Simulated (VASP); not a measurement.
A convergence study with VASP on SnO (space group no. 129 when undisturbed): one setting is varied, all else stays as given below, so the limit is that of these other settings. One atom is moved off its site, so that forces are finite.

```
CELL_PARAMETERS angstrom
      3.78100     0.00000     0.00000
      0.00000     3.78100     0.00000
      0.00000     0.00000     4.81580
ATOMIC_POSITIONS crystal
  Sn 0.50000 0.00000 0.77238
  Sn 0.00000 0.50000 0.23800
  O  0.50000 0.50000 0.00000
  O  0.00000 0.00000 0.00000
```

Calculation: PBEsol GGA, VASP's PBE PAW potentials (set 64) (plane waves; VASP 6.6.1). The tightest run used: 960 eV cut-off, 7×7×5 Γ-centred mesh, Fermi-Dirac smearing of 0.020 eV, potentials Sn_d O.

Unless said otherwise, spin-orbit coupling is left out, though it shifts the bands of the heavy elements here. Gaps are read on the run's mesh, which can miss a band edge.

Task: The settings run are ENCUT = 140; ENCUT = 160; ENCUT = 180; ENCUT = 200; ENCUT = 220; ENCUT = 240; ENCUT = 280; ENCUT = 320; ENCUT = 360; ENCUT = 440; ENCUT = 480; ENCUT = 540; ENCUT = 600; ENCUT = 700; ENCUT = 800; ENCUT = 960. From which on does the stress (every component) stay within 0.5 GPa of the tightest run?

Result: From ENCUT = 480 on: it is off by 0.29 there and by no more than 0.5 in any finer run, while ENCUT = 440 is off by 1.05.
```csv
setting,E (eV/atom),pressure (GPa),largest force (eV/Å),gap on the mesh (eV),plane waves,difference judged (GPa)
ENCUT = 140,-2.8482,-472.84,1.147,0.098,270,480.47
ENCUT = 160,-5.2777,-256.36,2.016,0.158,327,261.16
ENCUT = 180,-6.0716,-154.96,1.474,0.061,388,158.77
ENCUT = 200,-6.1868,-101.55,0.845,0.203,455,105.94
ENCUT = 220,-6.1914,-71.22,0.762,0.326,535,75.59
ENCUT = 240,-6.2327,-50.96,0.892,0.266,589,55.31
ENCUT = 280,-6.1049,-26.54,1.034,0.350,742,30.57
ENCUT = 320,-6.0829,-12.30,1.060,0.344,918,16.14
ENCUT = 360,-6.0541,-3.83,1.073,0.359,1083,7.62
ENCUT = 440,-6.0431,2.78,1.092,0.360,1465,1.05
ENCUT = 480,-6.0414,3.52,1.093,0.359,1674,0.29
ENCUT = 540,-6.0413,3.69,1.093,0.359,1972,0.11
ENCUT = 600,-6.0424,3.62,1.092,0.359,2323,0.18
ENCUT = 700,-6.0437,3.63,1.090,0.360,2924,0.16
ENCUT = 800,-6.0441,3.73,1.088,0.360,3575,0.06
ENCUT = 960,-6.0440,3.79,1.088,0.360,4709,0.00
```

Left out are rungs that failed or repeat a setting and relaxations that didn't move; long series are thinned to 24 rows.

The structure is a typed SnO crystal (space group no. 129). The cell was not relaxed at this level, it is distorted from the ideal structure.
